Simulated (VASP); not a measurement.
# SrTiO3 (Tausonite) (Pm-3m) in VASP: a series of runs, part 2 of 2

VASP 6.6.1.

## Step 4: Relaxation of the atoms, PBE+D3(BJ) (a relaxed cell with its volume scaled by 0.94)

INCAR reads:

```
SYSTEM = SrTiO3
  ALGO = Normal
  EDIFF = 1E-7
  EDIFFG = -0.01
  ENCUT = 600
  GGA = PE
  IBRION = 2
  ISIF = 2
  ISMEAR = 0
  IVDW = 12
  LASPH = .TRUE.
  LCHARG = .FALSE.
  LREAL = .FALSE.
  LWAVE = .FALSE.
  NELM = 80
  NSW = 40
  PREC = Accurate
  SIGMA = 0.03
```

KPOINTS reads:

```
k-points
0
G
  8 8 8
  0 0 0
```

POSCAR reads:

```
SrTiO3                                  
1.0
    3.8334359699      0.0000000000      0.0000000000
    0.0000000000      3.8334359699      0.0000000000
    0.0000000000      0.0000000000      3.8334359699
  Sr              Ti              O             
     1     1     3
Direct
     0.5000000000000000    0.5000000000000000    0.5000000000000000
     0.0000000000000000    0.0000000000000000    0.0000000000000000
     0.5000000000000000    0.0000000000000000    0.0000000000000000
     0.0000000000000000    0.5000000000000000    0.0000000000000000
     0.0000000000000000    0.0000000000000000    0.5000000000000000
```

Potentials or basis: VASP PAW PBE potentials, release 64 (Sr_sv, Ti_sv, O).

Launch:

```console
> cat potpaw_PBE.64/Sr_sv/POTCAR potpaw_PBE.64/Ti_sv/POTCAR potpaw_PBE.64/O/POTCAR > POTCAR
> mpirun -np 1 vasp_std > vasp.out
```

OUTCAR:

```text
SYSTEM = SrTiO3
   EDIFF = 1E-7
   EDIFFG = -0.01
   ENCUT = 600
   GGA = PE
   IBRION = 2
   ISIF = 2
   ISMEAR = 0
   IVDW = 12
   LASPH = .TRUE.
   LREAL = .FALSE.
   NELM = 80
   NSW = 40
   PREC = Accurate
 IVDW          = 12

 ion  position               nearest neighbor table
   1  0.500  0.500  0.500-   3 2.71   4 2.71   5 2.71   3 2.71   4 2.71   3 2.71   5 2.71   3 2.71
                             4 2.71   5 2.71   4 2.71   5 2.71   2 3.32   2 3.32   2 3.32   2 3.32
   2  0.000  0.000  0.000-   3 1.92   4 1.92   5 1.92   5 1.92   4 1.92   3 1.92   1 3.32   1 3.32
[... 863 lines left out ...]
  -------------------------------------------------------------------------------------
  Total       4.41733     4.41733     4.41733    -0.00000    -0.00000     0.00000
  in kB     125.63364   125.63364   125.63364    -0.00000    -0.00000     0.00000
  external pressure =      125.63 kB  Pullay stress =        0.00 kB

 VOLUME and BASIS-vectors are now :
 -----------------------------------------------------------------------------
  energy-cutoff  :      600.00
  volume of cell :       56.33
      direct lattice vectors                 reciprocal lattice vectors
     3.833435970  0.000000000  0.000000000     0.260862581  0.000000000  0.000000000
     0.000000000  3.833435970  0.000000000     0.000000000  0.260862581  0.000000000
     0.000000000  0.000000000  3.833435970     0.000000000  0.000000000  0.260862581

 POSITION                                       TOTAL-FORCE (eV/Angst)
 -----------------------------------------------------------------------------------
      1.91672      1.91672      1.91672         0.000000      0.000000      0.000000
      0.00000      0.00000      0.00000         0.000000      0.000000      0.000000
      1.91672      0.00000      0.00000         0.000000      0.000000      0.000000
      0.00000      1.91672      0.00000         0.000000      0.000000      0.000000
      0.00000      0.00000      1.91672         0.000000      0.000000      0.000000
 -----------------------------------------------------------------------------------
    total drift:                                0.000000      0.000000     -0.000000

  FREE ENERGIE OF THE ION-ELECTRON SYSTEM (eV)
  ---------------------------------------------------
  free  energy   TOTEN  =       -41.2712068654 eV

  energy  without entropy=      -41.2712068654  energy(sigma->0) =      -41.27120687

 reached required accuracy - stopping structural energy minimisation
```

OSZICAR:

```text
N       E                     dE             d eps       ncg     rms          rms(c)
DAV:   1     0.480703874602E+03    0.48070E+03   -0.23544E+04  1680   0.204E+03
DAV:   2    -0.551168163630E+01   -0.48622E+03   -0.47761E+03  2056   0.527E+02
DAV:   3    -0.475806938493E+02   -0.42069E+02   -0.41099E+02  2000   0.154E+02
DAV:   4    -0.498575442519E+02   -0.22769E+01   -0.22759E+01  2752   0.316E+01
DAV:   5    -0.499097057517E+02   -0.52161E-01   -0.52159E-01  2272   0.389E+00    0.289E+01
DAV:   6    -0.397759904334E+02    0.10134E+02   -0.63150E+01  2496   0.778E+01    0.176E+01
DAV:   7    -0.398848037619E+02   -0.10881E+00   -0.74780E+00  2024   0.219E+01    0.116E+01
DAV:   8    -0.399522682242E+02   -0.67464E-01   -0.16726E+00  2184   0.147E+01    0.299E+00
DAV:   9    -0.398680313059E+02    0.84237E-01   -0.42318E-01  2072   0.716E+00    0.881E-01
DAV:  10    -0.398724315196E+02   -0.44002E-02   -0.12478E-01  2296   0.269E+00    0.718E-01
DAV:  11    -0.398658215693E+02    0.66100E-02   -0.52678E-02  2400   0.177E+00    0.153E-01
DAV:  12    -0.398657437892E+02    0.77780E-04   -0.23296E-03  2152   0.568E-01    0.510E-02
DAV:  13    -0.398657738740E+02   -0.30085E-04   -0.15762E-04  2472   0.130E-01    0.270E-02
DAV:  14    -0.398657773317E+02   -0.34578E-05   -0.59734E-05  2344   0.714E-02    0.101E-02
DAV:  15    -0.398657767718E+02    0.55996E-06   -0.15299E-05  2200   0.399E-02    0.627E-03
DAV:  16    -0.398657770917E+02   -0.31996E-06   -0.30838E-06  2272   0.187E-02    0.347E-03
DAV:  17    -0.398657768055E+02    0.28622E-06   -0.32055E-07  1656   0.685E-03    0.119E-03
DAV:  18    -0.398657767909E+02    0.14637E-07   -0.49466E-08   976   0.260E-03
   1 F= -.41271207E+02 E0= -.41271207E+02  d E =-.412712E+02
```

Run time: 24 s. Hardware: 1 thread of Intel Xeon 6975P-C (Granite Rapids), shared host; peak memory 0.22 GiB.

Results:

```
Free energy                : -41.2712 eV
Pressure after relaxing    : 12.6 GPa
Band gap on the k mesh     : 1.96 eV, indirect (least direct gap 2.27 eV)
Dispersion energy per atom : -0.281 eV
```

Final structure:
```xyz
5
Lattice="3.8334 0.0000 0.0000 0.0000 3.8334 0.0000 0.0000 0.0000 3.8334" Properties=species:S:1:pos:R:3 pbc="T T T"
Sr    1.9167    1.9167    1.9167
Ti    0.0000    0.0000    0.0000
O     1.9167    0.0000    0.0000
O     0.0000    1.9167    0.0000
O     0.0000    0.0000    1.9167
```

Levels at points of the mesh, in eV from the valence-band top:
| k point | band 17 | band 18 | band 19 | band 20 | band 21 | band 22 | band 23 | band 24 |
| --- | --- | --- | --- | --- | --- | --- | --- | --- |
| (0.00, 0.00, 0.00) | -1.27 | -0.32 | -0.32 | -0.32 | 1.96 | 1.96 | 1.96 | 4.70 |
| (0.50, 0.00, 0.00) | -2.49 | -2.16 | -0.72 | -0.72 | 2.16 | 4.08 | 4.08 | 4.74 |
| (0.50, 0.50, 0.00) | -1.67 | -1.62 | -1.62 | -0.10 | 4.09 | 4.09 | 4.56 | 5.80 |
| (0.50, 0.50, 0.50) | -3.89 | 0.00 | 0.00 | 0.00 | 4.82 | 4.82 | 4.82 | 7.17 |

Caveat: the relaxation stopped at its first step, so nothing moved. A k mesh can miss the band edges.
